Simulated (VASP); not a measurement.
Consider the following.

```xyz
4
Lattice="3.4611 0.0000 0.0000 0.0000 3.4611 0.0000 0.0000 0.0000 3.4611" Properties=species:S:1:pos:R:3 pbc="T T T"
Si     0.0000     0.0000     0.0000
Ni     0.0000     1.7305     1.7305
Ni     1.7305     0.0000     1.7305
Ni     1.7305     1.7305     0.0000
```

Level of theory: r2SCAN meta-GGA, VASP's PBE PAW potentials (set 64) (plane waves; VASP). Numerical set-up: 480 eV cut-off, 8×8×8 Γ-centred mesh, first-order Methfessel-Paxton smearing of 0.10 eV, potentials Si Ni.

**Question.** Predict the energy per atom (σ→0), pressure, band gap (on the k-mesh) with the smallest direct gap where there is one.

**Answer.** 
| Quantity | Result |
|---|---|
| band gap (on the k-mesh) | none (metal, semimetal or under 0.01 eV) |
| energy per atom (σ→0) | -11.593 eV/atom |
| pressure | 1.02 GPa |

Total energies compare only between runs with the same potentials, cut-off and functional.

The compound is Ni3Si in the L1_2 structure. It was relaxed first under an external pressure of 1 GPa. The run is not spin-polarised, so no magnetic state was tried.
